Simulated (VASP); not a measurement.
**PtSe2: transverse stress against strain**

PtSe2 (1T layered, P-3m1, 19.936 Å³/atom and stress up to 0.20 GPa in the relaxed cell, c along z) under an equal strain ε along x and y, with z held. PBEsol in VASP (plane waves, PAW), 480 eV, 10×10×6 Γ-centred mesh, Methfessel-Paxton smearing 0.10 eV; ions are relaxed, or left where forces stay under 0.02 eV/Å, within the symmetry of each cell. Against the start cell, which lies near the measured one, the relaxed cell differs by -2.3 % in volume and -3.6 % in c; the values below rest on it. Stress is positive for a compressed cell.

Here s stands for strain and y for stress zz.

```csv
strain (%),stress zz (GPa)
-3.00,?
-1.50,1.05
-1.00,0.62
-0.50,0.21
0.00,-0.20
0.50,-0.53
1.00,-0.87
1.50,-1.14
```

Fit y of the 7 rows that show it with a straight line. Means: s 0, y -0.123. About the means, the sum of products is -5.1450 and the sum of squares of s is 7.0000; the slope is their ratio. Least squares gives y = -0.123 - 0.7350·s. Residuals (row less fit): 0.071, 0.008, -0.035, -0.077, -0.040, -0.012, 0.086; standard error 0.065 (degrees of freedom: 5). The slope gives the elastic constant 2C13 = 74 ± 2 GPa (± standard error of the fit, which holds the terms cut off).

Q: Estimate the missing y (s = -3.00); what did the run itself give?

A: y = -0.123 - 0.7350 × (-3.0) = 2.082 GPa. The calculation gives 2.50 GPa, 0.418 GPa above the prediction (11.5 % of the range of y in the table). The row lies outside the fitted rows, so this is an extrapolation. From the scatter of the fitted rows alone, a prediction at this place has a standard error of 0.101 GPa, so the miss is 4.1 times that.

A polynomial of degree 2 through the 12 other runs of the series gives 2.54 there, so most of the miss is curvature that the fit leaves out. This level leaves no gap over 0.05 eV at strain -3.00, -1.50, -1.00, -0.50, 0.00, 0.50, 1.00, 1.50 %. Spin-orbit coupling is left out, which can shift these values for the heavy elements here. For PtSe2: without a dispersion term in the relaxation, distances and binding between the weakly bound layers, chains or molecules are unreliable, and so is what depends on them. Rows are the converged runs of the series near zero and its far end, less any whose ions stayed unrelaxed beside relaxed ones; series whose fitted rows scatter by over a few per cent of the range, as at a crossing or softening among them, aren't shown in this form. Most that stay on the fit to the last digits aren't either.
